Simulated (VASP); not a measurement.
Computed with RPBE GGA, VASP's PBE PAW potentials (set 64) (plane waves; VASP).

VASP ran on this input.

### INCAR
```
SIGMA  =  0.1
LCHARG  =  .FALSE.
LASPH  =  .TRUE.   # aspherical one-centre terms
LMAXMIX  =  4
ISIF  =  2   # forces and stress, cell fixed
PREC  =  Accurate
SYSTEM  =  NiAl
LWAVE  =  .FALSE.
GGA  =  RP   # RPBE
ALGO  =  Normal   # blocked Davidson
NELM  =  100
LREAL  =  .FALSE.
ISMEAR  =  1
EDIFF  =  1E-7
ENCUT  =  520   # plane-wave cut-off (eV)
```

File KPOINTS:
```
Automatic
0
G
12 12 12
```

File POSCAR:
```
NiAl
2.917150
  0.9999999883   0.0000000000   0.0000000000
  0.0000000000   0.9999999883   0.0000000000
  0.0000000000   0.0000000000   0.9999999883
Al Ni
1 1
Direct
  0.5000000000   0.5000000000   0.5000000000
  0.0000000000   0.0000000000   0.0000000000
```

POTCAR, in this order: Al Ni (PBE.64 set). Program: vasp_std.

The resulting files:

**OSZICAR**
```
       N       E                     dE             d eps       ncg     rms          rms(c)
DAV:   1     0.409766584432E+02    0.40977E+02   -0.57204E+03  1696   0.136E+03
DAV:   2    -0.975800797293E+01   -0.50735E+02   -0.47943E+02  1686   0.205E+02
DAV:   3    -0.110320638313E+02   -0.12741E+01   -0.12587E+01  2008   0.418E+01
DAV:   4    -0.110540039260E+02   -0.21940E-01   -0.21802E-01  1990   0.493E+00
DAV:   5    -0.110546513890E+02   -0.64746E-03   -0.64744E-03  2002   0.888E-01    0.114E+01
DAV:   6    -0.129538872299E+02   -0.18992E+01   -0.55504E+01  1886   0.126E+02    0.157E+01
DAV:   7    -0.976388786293E+01    0.31900E+01   -0.16059E+01  1852   0.761E+01    0.115E+00
DAV:   8    -0.976043817665E+01    0.34497E-02   -0.42452E-01  2090   0.814E+00    0.108E+00
DAV:   9    -0.974728234704E+01    0.13156E-01   -0.63450E-02  1960   0.411E+00    0.190E-01
DAV:  10    -0.974696766425E+01    0.31468E-03   -0.21572E-03  2048   0.755E-01    0.658E-02
DAV:  11    -0.974696252059E+01    0.51437E-05   -0.62233E-05  2286   0.916E-02    0.258E-02
DAV:  12    -0.974696076693E+01    0.17537E-05   -0.30619E-06  2170   0.310E-02    0.356E-03
DAV:  13    -0.974696023126E+01    0.53567E-06   -0.18788E-07  1080   0.574E-03    0.167E-03
DAV:  14    -0.974696023537E+01   -0.41157E-08   -0.71470E-08   932   0.243E-03
   1 F= -.97469602E+01 E0= -.97469344E+01  d E =-.774381E-04
```

File OUTCAR:
```
------------------------ aborting loop because EDIFF is reached ----------------------------------------
  FORCE on cell =-STRESS in cart. coord.  units (eV):
  Direction    XX          YY          ZZ          XY          YZ          ZX
  --------------------------------------------------------------------------------------
  Total       -0.0251384     -0.0251384     -0.0251384     -0.0000000     -0.0000000      0.0000000
  in kB       -1.6224505     -1.6224505     -1.6224505     -0.0000000     -0.0000000      0.0000000
  external PRESSURE =      -1.6224505 kB  Pullay stress =       0.0000000 kB
  volume of cell :       24.82
      direct lattice vectors                 reciprocal lattice vectors
     2.917149966  0.000000000  0.000000000     0.342800340  0.000000000  0.000000000
     0.000000000  2.917149966  0.000000000     0.000000000  0.342800340  0.000000000
     0.000000000  0.000000000  2.917149966     0.000000000  0.000000000  0.342800340
 POSITION                                       TOTAL-FORCE (eV/Angst)
 -----------------------------------------------------------------------------------
      1.45857      1.45857      1.45857         0.000000      0.000000      0.000000
      0.00000      0.00000      0.00000         0.000000      0.000000      0.000000
 -----------------------------------------------------------------------------------
    total drift:                                0.000000      0.000000      0.000000
  FREE ENERGIE OF THE ION-ELECTRON SYSTEM (eV)
  ---------------------------------------------------
  free  energy   TOTEN  =        -9.7469602354 eV

  energy  without entropy=       -9.7468827973  energy(sigma->0) =       -9.74693442
```
(Selected blocks of OUTCAR.)

The compound is NiAl in the CsCl type structure. It was relaxed first. The run is not spin-polarised, so no magnetic state was tried. The electron count is odd and the run is not spin-polarised, which forces a metal.
